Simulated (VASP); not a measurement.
Method: r2SCAN meta-GGA, VASP's PBE PAW potentials (set 64) (plane waves; VASP 6.6.1).

Input for VASP

POSCAR:
```
W(110) slab
1.0
  2.7476926396   0.0000000000   0.0000000000
 -0.9158972119   2.5905495288   0.0000000000
  0.0000000000   0.0000000000  26.2779906570
W
5
Cart
  0.9158977138   1.2952747644   8.6520284238
  0.0000000000   0.0000000000  10.8955118762
  0.9158977138   1.2952747644  13.1389953285
  0.0000000000   0.0000000000  15.3824787808
  0.9158977138   1.2952747644  17.6259622332
```

**INCAR**
```
# general
SYSTEM =W(110) slab
PREC   =Normal
ENCUT  =400
LREAL  =.FALSE.
LASPH  =.TRUE.

# electronic loop
EDIFF  =1E-5
NELM   =100
NELMIN =4
ALGO   =Normal
LMAXMIX=6
LMIXTAU=.TRUE.

# smearing
ISMEAR =1
SIGMA  =0.1

# functional
METAGGA=R2SCAN

# ions
IBRION =2
NSW    =50
ISIF   =2
EDIFFG =-0.03

# output
LWAVE  =.TRUE.
LCHARG =.FALSE.

# other
LDIPOL =.TRUE.
IDIPOL =3
DIPOL  =0.5 0.5 0.5
```

KPOINTS:
```
Automatic mesh
0
Gamma
11 11 1
0 0 0
```

POTCAR, in this order: W_sv (PBE.64 set). Program: vasp_std.

The run wrote:

**OSZICAR**
```
...
DAV:   4    -0.253595442499E+03   -0.10750E-04   -0.89207E-06  2050   0.182E-02    0.145E-03
DAV:   5    -0.253595446367E+03   -0.38678E-05   -0.21859E-06  1736   0.138E-02
   3 F= -.25359545E+03 E0= -.25359621E+03  d E =-.434564E-01
       N       E                     dE             d eps       ncg     rms          rms(c)
DAV:   1    -0.253585885658E+03    0.95568E-02   -0.66690E-01  3320   0.106E+01    0.238E-01
DAV:   2    -0.253592413619E+03   -0.65280E-02   -0.11921E-01  3032   0.224E+00    0.178E-01
DAV:   3    -0.253596015819E+03   -0.36022E-02   -0.80002E-03  3888   0.841E-01    0.125E-01
DAV:   4    -0.253596443814E+03   -0.42799E-03   -0.26028E-03  3954   0.424E-01    0.891E-02
DAV:   5    -0.253598427487E+03   -0.19837E-02   -0.89023E-04  3464   0.230E-01    0.205E-02
DAV:   6    -0.253598655302E+03   -0.22782E-03   -0.16524E-04  3306   0.885E-02    0.107E-02
DAV:   7    -0.253598878953E+03   -0.22365E-03   -0.28754E-05  2574   0.343E-02    0.671E-03
DAV:   8    -0.253599124731E+03   -0.24578E-03   -0.52495E-05  2654   0.294E-02    0.535E-03
DAV:   9    -0.253599118671E+03    0.60599E-05   -0.28290E-06  2124   0.131E-02
   4 F= -.25359912E+03 E0= -.25359987E+03  d E =-.367230E-02
       N       E                     dE             d eps       ncg     rms          rms(c)
DAV:   1    -0.253488044110E+03    0.11108E+00   -0.60077E+00  3330   0.318E+01    0.713E-01
DAV:   2    -0.253578977440E+03   -0.90933E-01   -0.10553E+00  3032   0.669E+00    0.539E-01
DAV:   3    -0.253594364230E+03   -0.15387E-01   -0.68700E-02  3880   0.262E+00    0.380E-01
DAV:   4    -0.253595075331E+03   -0.71110E-03   -0.23196E-02  3952   0.127E+00    0.264E-01
DAV:   5    -0.253602759396E+03   -0.76841E-02   -0.55649E-03  3672   0.645E-01    0.495E-02
DAV:   6    -0.253604063021E+03   -0.13036E-02   -0.12055E-03  3196   0.234E-01    0.275E-02
DAV:   7    -0.253604860962E+03   -0.79794E-03   -0.15489E-04  3276   0.739E-02    0.174E-02
DAV:   8    -0.253605509989E+03   -0.64903E-03   -0.17608E-04  2866   0.664E-02    0.113E-02
DAV:   9    -0.253605716004E+03   -0.20601E-03   -0.48826E-05  2664   0.380E-02    0.799E-03
DAV:  10    -0.253605808937E+03   -0.92933E-04   -0.61329E-05  2702   0.444E-02    0.435E-03
DAV:  11    -0.253605806516E+03    0.24204E-05   -0.86042E-05  2558   0.516E-02
   5 F= -.25360581E+03 E0= -.25360648E+03  d E =-.103601E-01
       N       E                     dE             d eps       ncg     rms          rms(c)
DAV:   1    -0.253134996475E+03    0.47081E+00   -0.24061E+01  3314   0.634E+01    0.143E+00
DAV:   2    -0.253540071197E+03   -0.40507E+00   -0.42378E+00  3032   0.134E+01    0.110E+00
DAV:   3    -0.253573945743E+03   -0.33875E-01   -0.26572E-01  3900   0.502E+00    0.775E-01
DAV:   4    -0.253573126091E+03    0.81965E-03   -0.92810E-02  3966   0.248E+00    0.537E-01
DAV:   5    -0.253589840679E+03   -0.16715E-01   -0.19056E-02  3750   0.130E+00    0.898E-02
DAV:   6    -0.253593295562E+03   -0.34549E-02   -0.38059E-03  3194   0.445E-01    0.520E-02
DAV:   7    -0.253595010310E+03   -0.17147E-02   -0.50740E-04  3518   0.158E-01    0.330E-02
DAV:   8    -0.253595998708E+03   -0.98840E-03   -0.45993E-04  3364   0.141E-01    0.244E-02
DAV:   9    -0.253596592286E+03   -0.59358E-03   -0.11059E-04  2824   0.706E-02    0.168E-02
DAV:  10    -0.253597021175E+03   -0.42889E-03   -0.25793E-04  2634   0.611E-02    0.756E-03
DAV:  11    -0.253596999036E+03    0.22140E-04   -0.63600E-05  2906   0.379E-02    0.458E-03
DAV:  12    -0.253596737830E+03    0.26121E-03   -0.62584E-05  2562   0.347E-02    0.322E-03
DAV:  13    -0.253597170268E+03   -0.43244E-03   -0.72882E-05  2576   0.344E-02    0.210E-03
DAV:  14    -0.253597223917E+03   -0.53649E-04   -0.10550E-05  2316   0.144E-02    0.156E-03
DAV:  15    -0.253597243906E+03   -0.19988E-04   -0.50784E-06  1990   0.115E-02    0.178E-03
DAV:  16    -0.253597305112E+03   -0.61206E-04   -0.11608E-05  2086   0.132E-02    0.789E-04
DAV:  17    -0.253597317352E+03   -0.12240E-04   -0.12840E-06  1664   0.516E-03    0.571E-04
DAV:  18    -0.253597335880E+03   -0.18528E-04   -0.15442E-06  1638   0.658E-03    0.528E-04
DAV:  19    -0.253597353772E+03   -0.17892E-04   -0.86497E-07  1626   0.523E-03    0.377E-04
DAV:  20    -0.253597374659E+03   -0.20888E-04   -0.10788E-06  1712   0.562E-03    0.261E-04
DAV:  21    -0.253597385190E+03   -0.10531E-04   -0.20905E-06  1834   0.738E-03    0.333E-04
DAV:  22    -0.253597386232E+03   -0.10420E-05   -0.16949E-06  1740   0.671E-03
   6 F= -.25359739E+03 E0= -.25359779E+03  d E =-.193987E-02
       N       E                     dE             d eps       ncg     rms          rms(c)
DAV:   1    -0.253292207547E+03    0.30518E+00   -0.14563E+01  3334   0.498E+01    0.115E+00
DAV:   2    -0.253693734008E+03   -0.40153E+00   -0.26244E+00  3058   0.106E+01    0.752E-01
DAV:   3    -0.253649014194E+03    0.44720E-01   -0.10840E-01  3844   0.288E+00    0.521E-01
DAV:   4    -0.253640504459E+03    0.85097E-02   -0.54245E-02  4000   0.204E+00    0.412E-01
DAV:   5    -0.253607162560E+03    0.33342E-01   -0.24852E-02  3728   0.134E+00    0.966E-02
DAV:   6    -0.253619869438E+03   -0.12707E-01   -0.70884E-03  3386   0.525E-01    0.573E-02
DAV:   7    -0.253610116779E+03    0.97527E-02   -0.21672E-03  3082   0.308E-01    0.378E-02
DAV:   8    -0.253606863723E+03    0.32531E-02   -0.83120E-04  3180   0.183E-01    0.190E-02
DAV:   9    -0.253607236981E+03   -0.37326E-03   -0.57992E-04  2806   0.137E-01    0.175E-02
DAV:  10    -0.253607608696E+03   -0.37172E-03   -0.71016E-05  2960   0.397E-02    0.116E-02
DAV:  11    -0.253606917829E+03    0.69087E-03   -0.91583E-04  2458   0.124E-01    0.634E-03
DAV:  12    -0.253606846379E+03    0.71450E-04   -0.64931E-05  2794   0.426E-02    0.403E-03
DAV:  13    -0.253606932262E+03   -0.85883E-04   -0.61032E-05  2500   0.413E-02    0.458E-03
DAV:  14    -0.253606751173E+03    0.18109E-03   -0.68079E-05  2388   0.437E-02    0.196E-03
DAV:  15    -0.253606811152E+03   -0.59980E-04   -0.46590E-05  2346   0.391E-02    0.148E-03
DAV:  16    -0.253606775053E+03    0.36099E-04   -0.52352E-05  2306   0.362E-02    0.116E-03
DAV:  17    -0.253606762378E+03    0.12676E-04   -0.17432E-05  2116   0.188E-02    0.123E-03
DAV:  18    -0.253606755823E+03    0.65544E-05   -0.21981E-05  2056   0.180E-02
   7 F= -.25360676E+03 E0= -.25360738E+03  d E =-.113095E-01
       N       E                     dE             d eps       ncg     rms          rms(c)
DAV:   1    -0.253604477528E+03    0.22848E-02   -0.11882E-01  3254   0.434E+00    0.134E-01
DAV:   2    -0.253605875804E+03   -0.13983E-02   -0.20087E-02  3044   0.910E-01    0.853E-02
DAV:   3    -0.253606579955E+03   -0.70415E-03   -0.98849E-04  3580   0.214E-01    0.515E-02
DAV:   4    -0.253606543918E+03    0.36037E-04   -0.13117E-03  3992   0.298E-01    0.489E-02
DAV:   5    -0.253606471709E+03    0.72210E-04   -0.55874E-04  3424   0.216E-01    0.683E-03
DAV:   6    -0.253606644738E+03   -0.17303E-03   -0.73941E-05  2692   0.401E-02    0.703E-03
DAV:   7    -0.253606651017E+03   -0.62789E-05   -0.60939E-06  2196   0.214E-02
   8 F= -.25360665E+03 E0= -.25360733E+03  d E =0.104806E-03
       N       E                     dE             d eps       ncg     rms          rms(c)
DAV:   1    -0.253605784294E+03    0.86044E-03   -0.51857E-02  3254   0.286E+00    0.878E-02
DAV:   2    -0.253606531127E+03   -0.74683E-03   -0.86627E-03  3050   0.597E-01    0.556E-02
DAV:   3    -0.253606736627E+03   -0.20550E-03   -0.38767E-04  3800   0.134E-01    0.336E-02
DAV:   4    -0.253606808337E+03   -0.71710E-04   -0.57417E-04  3432   0.198E-01    0.320E-02
DAV:   5    -0.253606610155E+03    0.19818E-03   -0.28193E-04  3108   0.147E-01    0.534E-03
DAV:   6    -0.253606819554E+03   -0.20940E-03   -0.70149E-05  2548   0.380E-02    0.577E-03
DAV:   7    -0.253606836785E+03   -0.17231E-04   -0.82571E-06  2170   0.203E-02    0.347E-03
DAV:   8    -0.253606838514E+03   -0.17285E-05   -0.16520E-06  1834   0.916E-03
   9 F= -.25360684E+03 E0= -.25360748E+03  d E =-.826908E-04
```

File OUTCAR:
```
------------------------ aborting loop because EDIFF is reached ----------------------------------------
  FORCE on cell =-STRESS in cart. coord.  units (eV):
  Direction    XX          YY          ZZ          XY          YZ          ZX
  --------------------------------------------------------------------------------------
  Total       -3.7523687     -3.9825423     -0.0652770     -0.3255149      0.0000000      0.0000000
  in kB      -32.1413328    -34.1129101     -0.5591374     -2.7882346      0.0000000      0.0000000
  external PRESSURE =     -22.2711268 kB  Pullay stress =       0.0000000 kB
  volume of cell :      187.05
      direct lattice vectors                 reciprocal lattice vectors
     2.747692640  0.000000000  0.000000000     0.363941725  0.128672781  0.000000000
    -0.915897212  2.590549529  0.000000000     0.000000000  0.386018483  0.000000000
     0.000000000  0.000000000 26.277990657     0.000000000  0.000000000  0.038054660
 POSITION                                       TOTAL-FORCE (eV/Angst)
 -----------------------------------------------------------------------------------
      0.91590      1.29527      8.72993        -0.000000      0.000000     -0.006655
      0.00000      0.00000     10.89334        -0.000000      0.000000      0.008253
      0.91590      1.29527     13.13900         0.000000      0.000000      0.000000
      0.00000      0.00000     15.38465         0.000000     -0.000000     -0.008253
      0.91590      1.29527     17.54806        -0.000000      0.000000      0.006655
 -----------------------------------------------------------------------------------
    total drift:                                0.000000     -0.000000      0.000000
  FREE ENERGIE OF THE ION-ELECTRON SYSTEM (eV)
  ---------------------------------------------------
  free  energy   TOTEN  =      -253.6068385139 eV

  energy  without entropy=     -253.6087621906  energy(sigma->0) =     -253.60747974

 reached required accuracy - stopping structural energy minimisation
```
(Selected blocks of OUTCAR.)

File CONTCAR:
```
W(110) slab
   1.00000000000000
     2.7476926395999999    0.0000000000000000    0.0000000000000000
    -0.9158972119000000    2.5905495288000000    0.0000000000000000
     0.0000000000000000    0.0000000000000000   26.2779906570000001
  W
     5
Direct
     0.5000000000000000    0.5000000000000000    0.3322146807641956
     0.0000000000000000    0.0000000000000000    0.4145422164017135
     0.5000000000000000    0.5000000000000000    0.5000000000000000
     0.0000000000000000    0.0000000000000000    0.5854577835982865
     0.5000000000000000    0.5000000000000000    0.6677853192358042
```

The cell is a thin slab with vacuum, built from W (bcc): (110) face.
